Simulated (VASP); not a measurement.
Data:

```
CELL_PARAMETERS angstrom
      2.86177     0.00000     0.00000
      0.00000     2.86177     0.00000
      0.00000     0.00000     2.86177
ATOMIC_POSITIONS crystal
  Al 0.50000 0.50000 0.50000
  Ni 0.00000 0.00000 0.00000
```

The numbers are results of r2SCAN meta-GGA, VASP's PBE PAW potentials (set 64) (plane waves; VASP), not measurements. Numerical set-up: 480 eV cut-off, 12×12×12 Γ-centred mesh, first-order Methfessel-Paxton smearing of 0.10 eV, potentials Al Ni.

Energy and stress use the plane-wave basis of the starting cell.

### Question
The ions, cell shape and volume at an external pressure of 15.0 GPa are relaxed. Predict the relaxed structure.

### Answer

```
CELL_PARAMETERS angstrom
      2.79365     0.00000     0.00000
      0.00000     2.79365     0.00000
      0.00000     0.00000     2.79365
ATOMIC_POSITIONS crystal
  Al 0.50000 0.50000 0.50000
  Ni 0.00000 0.00000 0.00000
```
Space group Pm-3m (221), at a tolerance of 0.03 Å.

### Question
How do energy and volume change from the first to the last step?

### Answer
The energy (σ→0) changes by +36.2 meV/atom and the volume by -7.0 %, in 4 ionic steps.

```json
[
 {"step": "1", "E(σ→0) (eV)": "-20.0655", "max force (eV/Å)": "0.000", "pressure (GPa)": "0.13", "volume (Å³)": "23.44"},
 {"step": "2", "E(σ→0) (eV)": "-19.6805", "max force (eV/Å)": "0.000", "pressure (GPa)": "40.43", "volume (Å³)": "19.94"},
 {"step": "3", "E(σ→0) (eV)": "-19.9963", "max force (eV/Å)": "0.000", "pressure (GPa)": "14.59", "volume (Å³)": "21.84"},
 {"step": "4", "E(σ→0) (eV)": "-19.9931", "max force (eV/Å)": "0.000", "pressure (GPa)": "15.00", "volume (Å³)": "21.80"}
]
```

The compound is NiAl in the CsCl type structure. This run relaxes it under an external pressure of 15 GPa. Symmetry was kept, so distortions that lower it aren't found. The run is not spin-polarised, so no magnetic state was tried. The electron count is odd and the run is not spin-polarised, which forces a metal.
